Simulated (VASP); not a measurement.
Here is the system:

```
WS2
1.0
    1.54563    -2.67712     0.00000
    1.54563     2.67712     0.00000
    0.00000     0.00000    11.96524
W S
2 4
Direct
  0.33333   0.66667   0.25000
  0.66667   0.33333   0.75000
  0.33333   0.66667   0.87889
  0.66667   0.33333   0.37889
  0.66667   0.33333   0.12111
  0.33333   0.66667   0.62111
```

Calculation: PBE GGA with D4 dispersion, VASP's PBE PAW potentials (set 64) (plane waves; VASP 6.6.1). Run with 520 eV cut-off, 8×8×2 Γ-centred mesh, Gaussian smearing of 0.050 eV, potentials W_sv S.

Q: The ions and cell shape at fixed volume are relaxed. Predict the relaxed structure.

A: 
```
WS2
1.0
    1.56193    -2.70534     0.00000
    1.56193     2.70534     0.00000
    0.00000     0.00000    11.71684
W S
2 4
Direct
  0.33333   0.66667   0.25000
  0.66667   0.33333   0.75000
  0.33333   0.66667   0.88463
  0.66667   0.33333   0.38463
  0.66667   0.33333   0.11537
  0.33333   0.66667   0.61537
```
Space group P6_3/mmc (194), at a tolerance of 0.03 Å.

Q: How much energy does the relaxation gain?

A: The energy (σ→0) changes by -26.0 meV/atom, in 6 ionic steps.

The compound is WS2 in the 2H layered structure. This cell is one point of a volume scan, at 0.94 of the reference volume. Symmetry was kept, so distortions that lower it aren't found.
